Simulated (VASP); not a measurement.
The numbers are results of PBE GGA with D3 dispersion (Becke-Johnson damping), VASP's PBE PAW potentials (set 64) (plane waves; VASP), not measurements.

VASP input:

File POSCAR:
```
Lu
1.0
  1.7338245668  -3.0030723254   0.0000000000
  1.7338245668   3.0030723254   0.0000000000
  0.0000000000   0.0000000000   5.4065071855
Lu
2
direct
  0.3333330000   0.6666670000   0.2500000000
  0.6666670000   0.3333330000   0.7500000000
```

**KPOINTS**
```
Automatic mesh
0
gamma
 12 12 7
0 0 0
```

**INCAR**
```
SYSTEM = Lu
PREC = Accurate; ENCUT = 520; LREAL = F
LASPH = T
EDIFF = 1E-7; NELM = 100; ALGO = Normal
LMAXMIX = 6
ISMEAR = 1; SIGMA = 0.1
GGA = PE; IVDW = 12
IBRION = 2; NSW = 30; ISIF = 4
EDIFFG = -0.01
LWAVE = F; LCHARG = F
```

POTCAR, in this order: Lu_3 (PBE.64 set). Program: vasp_std.

What does the run give for the energy per atom (σ→0), dispersion energy, band gap (on the k-mesh)?

```
Quantity                                                     Value
------------------------  ----------------------------------------
energy per atom (σ→0)                               -4.811 eV/atom
dispersion energy                                        -0.732 eV
band gap (on the k-mesh)  none (metal, semimetal or under 0.01 eV)
```

### OSZICAR
```
...
   2 F= -.96220235E+01 E0= -.96215830E+01  d E =-.690247E-04
       N       E                     dE             d eps       ncg     rms          rms(c)
DAV:   1    -0.889020085923E+01   -0.89975E-04   -0.43360E-03  3059   0.952E-01    0.500E-02
DAV:   2    -0.889014239471E+01    0.58465E-04   -0.13135E-04  3339   0.170E-01    0.290E-02
DAV:   3    -0.889011295815E+01    0.29437E-04   -0.32285E-05  3803   0.749E-02    0.164E-02
DAV:   4    -0.889011282895E+01    0.12920E-06   -0.40536E-06  3221   0.185E-02    0.621E-03
DAV:   5    -0.889011280837E+01    0.20585E-07   -0.11280E-07  1641   0.736E-03
   3 F= -.96220312E+01 E0= -.96215892E+01  d E =-.767170E-04
```

The compound is Lu in the hcp structure. This run relaxes it. Symmetry was kept, so distortions that lower it aren't found.
